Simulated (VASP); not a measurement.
Method: PBEsol GGA, VASP's PBE PAW potentials (set 64) (plane waves; VASP).

VASP input:

KPOINTS:
```
Regular mesh
0
gamma
 12 12 12
0 0 0
```

**INCAR**
```
# general
SYSTEM  = FeAl
PREC    = Accurate
ENCUT   = 400
LREAL   = .FALSE.
LASPH   = .TRUE.

# electronic loop
EDIFF   = 1E-6
NELM    = 100
ALGO    = Normal
LMAXMIX = 4

# smearing
ISMEAR  = 1
SIGMA   = 0.1

# functional
GGA     = PS

# ions
IBRION  = 2
NSW     = 60
ISIF    = 3
EDIFFG  = -0.01

# output
LWAVE   = .FALSE.
LCHARG  = .FALSE.
```

POSCAR:
```
FeAl
1.0
  2.8419103504   0.0000000000   0.0000000000
  0.0000000000   2.8419103504   0.0000000000
  0.0000000000   0.0000000000   2.8419103504
Fe Al
1 1
Cart
  0.0000000000   0.0000000000   0.0000000000
  1.4209551752   1.4209551752   1.4209551752
```

POTCAR, in this order: Fe Al (PBE.64 set). Program: vasp_std.

Output of the run:

OUTCAR:
```
 ion  position               nearest neighbor table
   1  0.000  0.000  0.000-   2 2.46   2 2.46   2 2.46   2 2.46   2 2.46   2 2.46   2 2.46   2 2.46
  LATTYP: Found a simple cubic cell.
 ALAT       =     2.8419103504
 Subroutine PRICEL returns:
 Original cell was already a primitive cell.
 Subroutine GETGRP returns: Found 48 space group operations
The static configuration has the point symmetry O_h .
The dynamic configuration has the point symmetry O_h .
 Subroutine INISYM returns: Found 48 space group operations
 Subroutine IBZKPT returns following result:
 Found     84 irreducible k-points:

 Following reciprocal coordinates:
            Coordinates               Weight
  0.000000  0.000000  0.000000      1.000000
  0.083333  0.000000  0.000000      6.000000
  0.166667  0.000000  0.000000      6.000000
  0.250000  0.000000  0.000000      6.000000
  0.333333  0.000000  0.000000      6.000000
  0.416667  0.000000  0.000000      6.000000
  0.500000  0.000000  0.000000      3.000000
  0.083333  0.083333  0.000000     12.000000
  0.166667  0.083333  0.000000     24.000000
  0.250000  0.083333  0.000000     24.000000
...
```

### OSZICAR
```
       N       E                     dE             d eps       ncg     rms          rms(c)
DAV:   1     0.257380827789E+02    0.25738E+02   -0.43297E+03  1512   0.996E+02
DAV:   2    -0.148804543987E+02   -0.40619E+02   -0.39202E+02  1539   0.171E+02
DAV:   3    -0.158565700828E+02   -0.97612E+00   -0.96095E+00  1857   0.355E+01
DAV:   4    -0.158737777798E+02   -0.17208E-01   -0.17188E-01  1913   0.423E+00
DAV:   5    -0.158740738096E+02   -0.29603E-03   -0.29601E-03  1852   0.474E-01    0.149E+01
DAV:   6    -0.177899461809E+02   -0.19159E+01   -0.78279E+01  1732   0.140E+02    0.180E+01
DAV:   7    -0.137646866670E+02    0.40253E+01   -0.38075E+01  1707   0.863E+01    0.262E+00
DAV:   8    -0.137278586090E+02    0.36828E-01   -0.24014E-01  1701   0.599E+00    0.153E+00
DAV:   9    -0.137106483274E+02    0.17210E-01   -0.54899E-02  1856   0.351E+00    0.394E-01
DAV:  10    -0.137101264689E+02    0.52186E-03   -0.10987E-03  2004   0.463E-01    0.191E-01
DAV:  11    -0.137100893161E+02    0.37153E-04   -0.53027E-05  1707   0.898E-02    0.741E-03
DAV:  12    -0.137100890469E+02    0.26916E-06   -0.12849E-06  1136   0.120E-02
   1 F= -.13710089E+02 E0= -.13710166E+02  d E =-.137101E+02
       N       E                     dE             d eps       ncg     rms          rms(c)
DAV:   1    -0.137135695336E+02   -0.34802E-02   -0.64453E-02  1579   0.493E+00    0.538E-01
DAV:   2    -0.137162898411E+02   -0.27203E-02   -0.12539E-01  1766   0.558E+00    0.631E-01
DAV:   3    -0.137102126958E+02    0.60771E-02   -0.46266E-02  1763   0.341E+00    0.658E-02
DAV:   4    -0.137101489771E+02    0.63719E-04   -0.22208E-04  1577   0.152E-01    0.976E-03
DAV:   5    -0.137101489301E+02    0.47076E-07   -0.61664E-06  1749   0.315E-02
   2 F= -.13710149E+02 E0= -.13710231E+02  d E =-.598831E-04
       N       E                     dE             d eps       ncg     rms          rms(c)
DAV:   1    -0.137107191821E+02   -0.57020E-03   -0.93886E-03  1578   0.188E+00    0.206E-01
DAV:   2    -0.137111288725E+02   -0.40969E-03   -0.18701E-02  1770   0.215E+00    0.244E-01
DAV:   3    -0.137102217283E+02    0.90714E-03   -0.68109E-03  1771   0.131E+00    0.248E-02
DAV:   4    -0.137102116608E+02    0.10068E-04   -0.28831E-05  1554   0.511E-02    0.462E-03
DAV:   5    -0.137102115287E+02    0.13204E-06   -0.13070E-06   810   0.170E-02
   3 F= -.13710212E+02 E0= -.13710292E+02  d E =-.122482E-03
```

**OUTCAR**
```
------------------------ aborting loop because EDIFF is reached ----------------------------------------
  FORCE on cell =-STRESS in cart. coord.  units (eV):
  Direction    XX          YY          ZZ          XY          YZ          ZX
  --------------------------------------------------------------------------------------
  Total        0.0041199      0.0041199      0.0041199      0.0000000      0.0000000     -0.0000000
  in kB        0.2884894      0.2884894      0.2884894      0.0000000      0.0000000     -0.0000000
  external PRESSURE =       0.2884894 kB  Pullay stress =       0.0000000 kB
  volume of cell :       22.88
      direct lattice vectors                 reciprocal lattice vectors
     2.838945855 -0.000000000 -0.000000000     0.352243421  0.000000000  0.000000000
    -0.000000000  2.838945855 -0.000000000     0.000000000  0.352243421  0.000000000
    -0.000000000 -0.000000000  2.838945855     0.000000000  0.000000000  0.352243421
 POSITION                                       TOTAL-FORCE (eV/Angst)
 -----------------------------------------------------------------------------------
      0.00000      0.00000      0.00000        -0.000000     -0.000000      0.000000
      1.41947      1.41947      1.41947         0.000000      0.000000      0.000000
 -----------------------------------------------------------------------------------
    total drift:                                0.000000      0.000000      0.000000
  FREE ENERGIE OF THE ION-ELECTRON SYSTEM (eV)
  ---------------------------------------------------
  free  energy   TOTEN  =       -13.7102115287 eV

  energy  without entropy=      -13.7104527284  energy(sigma->0) =      -13.71029193

 reached required accuracy - stopping structural energy minimisation
```
(Selected blocks of OUTCAR.)

CONTCAR:
```
FeAl
   1.00000000000000
     2.8389458547643982   -0.0000000000000000   -0.0000000000000000
    -0.0000000000000000    2.8389458547643982   -0.0000000000000000
    -0.0000000000000000   -0.0000000000000000    2.8389458547643982
  Fe              Al
     1     1
Direct
     0.0000000000000000    0.0000000000000000    0.0000000000000000
     0.5000000000000000    0.5000000000000000    0.5000000000000000
```

The structure was generated: FeAl was put into the CsCl type type (Pm-3m), which need not be its known phase. This run relaxes it. Symmetry was kept, so distortions that lower it aren't found. The start is the result of an earlier pass. The run is not spin-polarised, so no magnetic state was tried. The electron count is odd and the run is not spin-polarised, which forces a metal.
